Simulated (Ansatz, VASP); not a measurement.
# Cross-check of SrTiSi between VASP and Ansatz, part 2 of 2

Aim: how closely do two programs agree when they are given the same cell, functional and k mesh? The cell is invented: As first built, before any earlier steps moved the atoms (in the runner's words): it takes the SrSiGe structure with some of its atoms replaced by other elements, volume scaled by an estimate. It may not be a known or stable phase. The cell is taken from a series of VASP runs on this material, whose earlier steps may have relaxed, scaled or displaced it; both programs get it as it stands.

VASP 6.6.1 and Ansatz 0.2.0.

So far: The structure; Ansatz: relaxation of cell and atoms, PBEsol with D4.

## Step 3: VASP: relaxation of cell and atoms, PBEsol with D4

Level of this step: PBEsol with D4; plane waves and PAW (Sr_sv, Ti_sv, Si); invented cell (VASP).

The same cell, functional, mesh and smearing now go to VASP, with its own data sets and cutoff.

Lines of VASP's logs that name or quote its potential files are left out, and so is its time.

Input file INCAR:

```
SYSTEM = SrTiSi
PREC = Accurate
ENCUT = 400
EDIFF = 1E-06
NELM = 100
ISMEAR = 1
SIGMA = 0.2
LREAL = .FALSE.
ALGO = Normal
GGA = PS
IVDW = 13
NBANDS = 19
LORBIT = 11
LWAVE = .FALSE.
LCHARG = .FALSE.
IBRION = 2
NSW = 60
ISIF = 3
EDIFFG = -0.01
```

Input file POSCAR:

```
SrTiSi
1.0
    4.3846981699     -0.0000000425      0.0000000000
   -2.1923496586      3.7972599683      0.0000000000
    0.0000000000      0.0000000000      4.3917375257
Sr Ti Si
1 1 1
Direct
    0.6666666700      0.3333333300      0.0000000000
    0.0000000000      0.0000000000      0.5000000000
    0.3333333300      0.6666666700      0.5000000000
```

Input file KPOINTS:

```
Automatic mesh
0
Gamma
7 7 6
0 0 0
```

Potentials, in the order of the species: Sr_sv, Ti_sv and Si (PBE family, release 64).

Run with:

```bash
$ mpirun -np 1 vasp_std
```

Numbers of over 12 decimals in the logs are rounded to 6 here.

Output:

```text
[banner, memory and clock lines left out]
running    1 mpi-ranks, on    1 nodes
 distrk:  each k-point on    1 cores,    1 groups
 distr:  one band on    1 cores,    1 groups

 POSCAR found type information on POSCAR SrTiSi
 POSCAR found :  3 types and       3 ions
|                                                                             |
|               ----> ADVICE to this user running VASP <----                  |
|                                                                             |
|     You enforced a specific xc type in the INCAR file but a different       |
|     [... a line on the potential file left out ...]
|     I HOPE YOU KNOW WHAT YOU ARE DOING!                                     |
|                                                                             |

 LDA part: xc-table for (Slater+PW92), standard interpolation
 POSCAR, INCAR and KPOINTS ok, starting setup
 FFT: planning ... GRIDC
 FFT: planning ... GRID_SOFT
 FFT: planning ... GRID
 WAVECAR not read
 entering main loop
       N       E                     dE             d eps       ncg     rms          rms(c)
DAV:   1     0.193903311057E+03    0.19390E+03   -0.11469E+04  1216   0.113E+03
DAV:   2     0.260719333366E+01   -0.19130E+03   -0.18780E+03  1251   0.339E+02
DAV:   3    -0.176732878543E+02   -0.20280E+02   -0.20057E+02  2224   0.876E+01
DAV:   4    -0.188234368587E+02   -0.11501E+01   -0.11476E+01  1516   0.192E+01
DAV:   5    -0.188929565214E+02   -0.69520E-01   -0.69500E-01  1938   0.395E+00    0.264E+01
DAV:   6    -0.177454267825E+02    0.11475E+01   -0.43967E+01  1521   0.357E+01    0.123E+01
DAV:   7    -0.164225940194E+02    0.13228E+01   -0.30986E+01  1598   0.312E+01    0.123E+01
DAV:   8    -0.159102403477E+02    0.51235E+00   -0.38632E+00  1592   0.119E+01    0.225E+00
DAV:   9    -0.159036696060E+02    0.65707E-02   -0.20114E-01  1722   0.253E+00    0.155E+00
DAV:  10    -0.158928810648E+02    0.10789E-01   -0.29538E-02  1895   0.916E-01    0.953E-01
DAV:  11    -0.158899230610E+02    0.29580E-02   -0.17486E-02  1879   0.765E-01    0.177E-01
DAV:  12    -0.158898482102E+02    0.74851E-04   -0.75121E-04  1758   0.150E-01    0.849E-02
DAV:  13    -0.158898434219E+02    0.47883E-05   -0.24737E-05  1791   0.289E-02    0.668E-02
DAV:  14    -0.158898413665E+02    0.20554E-05   -0.10550E-05  1785   0.187E-02    0.293E-02
DAV:  15    -0.158898397811E+02    0.15854E-05   -0.17057E-05  1636   0.271E-02    0.721E-03
DAV:  16    -0.158898391230E+02    0.65802E-06   -0.41676E-06  1340   0.138E-02
   1 F= -.16249874E+02 E0= -.16252324E+02  d E =-.162499E+02
 curvature:   0.00 expect dE= 0.000E+00 dE for cont linesearch  0.000E+00
 trial: gam= 0.00000 g(F)=  0.242E-43 g(S)=  0.107E-02 ort = 0.000E+00 (trialstep = 0.100E+01)
 search vector abs. value=  0.107E-02
 bond charge predicted
       N       E                     dE             d eps       ncg     rms          rms(c)
DAV:   1    -0.158976091889E+02   -0.77694E-02   -0.15446E-01  1292   0.389E+00    0.755E-01
DAV:   2    -0.158983773687E+02   -0.76818E-03   -0.90525E-02  1606   0.190E+00    0.790E-01
DAV:   3    -0.158919697428E+02    0.64076E-02   -0.36583E-02  1594   0.117E+00    0.147E-01
DAV:   4    -0.158916451564E+02    0.32459E-03   -0.13909E-03  1772   0.282E-01    0.501E-02
DAV:   5    -0.158916314470E+02    0.13709E-04   -0.22821E-04  2002   0.722E-02    0.465E-02
DAV:   6    -0.158916396260E+02   -0.81791E-05   -0.18131E-05  1791   0.237E-02    0.234E-02
DAV:   7    -0.158916413443E+02   -0.17183E-05   -0.20868E-05  1911   0.257E-02    0.436E-03
DAV:   8    -0.158916413992E+02   -0.54822E-07   -0.80915E-07   923   0.602E-03
   2 F= -.16250772E+02 E0= -.16253294E+02  d E =-.898358E-03
 trial-energy change:   -0.000898  1 .order   -0.000913   -0.001068   -0.000759
 step:   3.4618(harm=  3.4618)  dis= 0.00000  next Energy=   -16.251722 (dE=-0.185E-02)
 bond charge predicted
       N       E                     dE             d eps       ncg     rms          rms(c)
DAV:   1    -0.159310112957E+02   -0.39370E-01   -0.93036E-01  1277   0.950E+00    0.185E+00
DAV:   2    -0.159366345262E+02   -0.56232E-02   -0.56085E-01  1606   0.468E+00    0.199E+00
DAV:   3    -0.158966842739E+02    0.39950E-01   -0.21707E-01  1588   0.284E+00    0.346E-01
DAV:   4    -0.158948394317E+02    0.18448E-02   -0.77916E-03  1749   0.668E-01    0.120E-01
DAV:   5    -0.158947748072E+02    0.64624E-04   -0.12377E-03  1997   0.170E-01    0.111E-01
DAV:   6    -0.158948300060E+02   -0.55199E-04   -0.10746E-04  1833   0.572E-02    0.550E-02
DAV:   7    -0.158948484830E+02   -0.18477E-04   -0.12179E-04  1911   0.625E-02    0.101E-02
DAV:   8    -0.158948490306E+02   -0.54759E-06   -0.61838E-06  1522   0.148E-02
   3 F= -.16251797E+02 E0= -.16254412E+02  d E =-.192326E-02
 curvature:  -1.73 expect dE=-0.113E-04 dE for cont linesearch -0.900E-05
 trial: gam=-0.06369 g(F)=  0.333E-43 g(S)=  0.651E-05 ort = 0.745E-04 (trialstep = 0.149E+01)
 search vector abs. value=  0.135E-05
 reached required accuracy - stopping structural energy minimisation
```

From OUTCAR (step 3):

```text
ion  position               nearest neighbor table
   1  0.667  0.333  0.000-   3 3.35   3 3.35   2 3.35   2 3.35   3 3.35   3 3.35   2 3.35   2 3.35
                             2 3.35   2 3.35   3 3.35   3 3.35
   2  0.000  0.000  0.500-   3 2.53   3 2.53   3 2.53   1 3.35   1 3.35   1 3.35   1 3.35   1 3.35
                             1 3.35
   3  0.333  0.667  0.500-   2 2.53   2 2.53   2 2.53   1 3.35   1 3.35   1 3.35   1 3.35   1 3.35
                             1 3.35

  LATTYP: Found a hexagonal cell.
 ALAT       =     4.3846981699
 C/A-ratio  =     1.0016054368

 Subroutine GETGRP returns: Found 12 space group operations
 (whereof 12 operations were pure point group operations)

The static configuration has the point symmetry D_3h.

 Found     32 irreducible k-points:

   k-points           NKPTS =     32   k-points in BZ     NKDIM =     32   number of bands    NBANDS=     19

   dimension x,y,z NGX =    30 NGY =   30 NGZ =   30
   dimension x,y,z NGXF=    60 NGYF=   60 NGZF=   60

   ENCUT  =  400.0 eV  29.40 Ry    5.42 a.u.   7.15  7.15  7.16*2*pi/ulx,y,z

   NELECT =      26.0000    total number of electrons

 k-points in reciprocal lattice and weights: Automatic mesh
   0.00000000  0.00000000  0.00000000       0.003
   0.14285714 -0.00000000  0.00000000       0.020
   0.28571429 -0.00000000  0.00000000       0.020
   0.42857143  0.00000000  0.00000000       0.020
   0.14285714  0.14285714  0.00000000       0.020
   0.28571429  0.14285714  0.00000000       0.041
   0.42857143  0.14285714  0.00000000       0.020
   0.28571429  0.28571429  0.00000000       0.020
   0.00000000  0.00000000  0.16666667       0.007
[...]
0.42857143  0.14285714  0.50000000       0.020
   0.28571429  0.28571429  0.50000000       0.020

 average (electrostatic) potential at core
       1 -35.8712       2 -76.2714       3 -83.4993

 E-fermi :   4.6795

 k-point     1 :       0.0000    0.0000    0.0000
  band No.  band energies     occupation
    ...
      9      -3.5488      2.00000
     10       2.7465      2.00000
     11       2.7465      2.00000
     12       3.3012      2.00000
     13       4.7064      0.77480
     14       5.1945     -0.00165
     15       5.1945     -0.00165
     16       6.7366     -0.00000
     17       6.9337     -0.00000
     18       6.9337     -0.00000
    ...

 k-point     2 :       0.1429   -0.0000    0.0000
  band No.  band energies     occupation
    ...
      9      -3.3550      2.00000
     10       2.3533      2.00000
     11       2.8879      2.00000
     12       3.4659      2.00000
     13       4.3478      2.04074
     14       5.1045     -0.01047
     15       5.4375     -0.00000
     16       6.3451     -0.00000
     17       6.9012     -0.00000
     18       7.1094     -0.00000
    ...

 k-point     3 :       0.2857   -0.0000    0.0000
  band No.  band energies     occupation
    ...
      9      -2.8621      2.00000
     10       1.6417      2.00000
     11       3.2672      2.00000
     12       3.7684      2.00000
     13       3.8073      2.00000
     14       4.9200     -0.07075
     15       5.4274     -0.00000
     16       5.9022     -0.00000
     17       6.5797     -0.00000
     18       7.1454     -0.00000
    ...

  DFT-D4 for vdW energy calculation

  Edisp (eV):   -0.35695

  Total       0.00272     0.00272     0.01974    -0.00000    -0.00000    -0.00000
  in kB       0.05914     0.05914     0.42904    -0.00000    -0.00000    -0.00000
  external pressure =        0.18 kB  Pullay stress =        0.00 kB

  energy-cutoff  :      400.00
  volume of cell :       73.73
      direct lattice vectors                 reciprocal lattice vectors
     4.372734398 -0.000000040  0.000000000     0.228689857  0.132034186 -0.000000000
    -2.186367769  3.786899037  0.000000000     0.000000002  0.264068304 -0.000000000
     0.000000000  0.000000000  4.452407915    -0.000000000 -0.000000000  0.224597570

 POSITION                                       TOTAL-FORCE (eV/Angst)
 -----------------------------------------------------------------------------------
      2.18637      1.26230      4.45241         0.000000      0.000000     -0.000000
      0.00000      0.00000      2.22620        -0.000000     -0.000000      0.000000
     -0.00000      2.52460      2.22620        -0.000000     -0.000000      0.000000
 -----------------------------------------------------------------------------------
    total drift:                               -0.000015      0.000009     -0.000000

  FREE ENERGIE OF THE ION-ELECTRON SYSTEM (eV)
  ---------------------------------------------------
  free  energy   TOTEN  =       -16.2517969958 eV

  energy  without entropy=      -16.2596405393  energy(sigma->0) =      -16.25441151

 reached required accuracy - stopping structural energy minimisation

 total charge
# of ion       s       p       d       tot
------------------------------------------
    1        2.031   5.730   0.249   8.010
    2        2.222   6.084   1.924  10.230
    3        0.785   0.937   0.000   1.723
--------------------------------------------------
tot          5.038  12.752   2.173  19.963

[... 3 further parts left out ...]
```

CONTCAR:

```
SrTiSi
   1.00000000000000
     4.3727343975524970   -0.0000000404607145    0.0000000000000000
    -2.1863677691953818    3.7868990369608047    0.0000000000000000
     0.0000000000000000    0.0000000000000000    4.4524079147140370
  Sr              Ti              Si
     1     1     1
Direct
     0.6666666699999979    0.3333333300000021    1.0000000000000000
     0.0000000000000000    0.0000000000000000    0.5000000000000000
     0.3333333300000021    0.6666666699999979    0.5000000000000000
```

Dispersion corrections of this kind ignore metallic screening and tend to overbind metals. The run keeps the 12 symmetry operations of its start, so it cannot find a distortion of lower symmetry.

## Step 4: Side by side

Known differences besides the potentials themselves: both relaxations stop at a tolerance, which leaves soft axes loose, and VASP keeps its plane-wave basis; the cutoff is 420 eV in Ansatz and 400 eV in VASP; Ansatz makes its cores anew for this functional, VASP keeps those of its PBE data sets; VASP leaves aspherical gradient terms in its spheres out (LASPH is not set), Ansatz keeps them; Ansatz adds a Pulay correction to the stress that steers its cell, VASP none. Total energies have different zeros and are not compared.

Both answers:

| quantity | Ansatz | VASP | difference |
| --- | --- | --- | --- |
| volume (Å³) | 73.90 | 73.73 | +0.24 % |
| edge a after relaxation, in the typed setting (Å) | 4.370 | 4.373 | -0.05 % |
| edge c after relaxation, in the typed setting (Å) | 4.468 | 4.452 | +0.34 % |

The walks stopped with 0.04 GPa left in Ansatz and 0.02 GPa in VASP; each walk ends within a tolerance, so the volume difference is uncertain by about these residues over the bulk modulus, most in soft cells.

## Step 5: Summary of results

| Property | Result |
| --- | --- |
| difference in edge c after relaxation, in the typed setting (relaxation of cell and atoms, PBEsol with D4) | 0.34 % |

The difference in edge c after relaxation, in the typed setting is 0.34 % (relaxation of cell and atoms, PBEsol with D4), within the 1.2 % picked in this series as the mark of a large difference, as far as the stopping tolerances let one tell. Such differences can come from data sets, numerical settings and the points named under the comparisons, not from the functional's error against experiment.

[Lines on the potential files, build, host, timing and source positions are cut from VASP's logs without a mark.]

[Logs are printed without paths, hosts, clocks, repeated set-up lines and the standing remarks that a program may print on its own settings, such as how far it seeks lower states.]

[Hosts, paths, dates, database ids (printed as entryN), source tags and the programs' standing remarks are cut or masked in the printed files.]
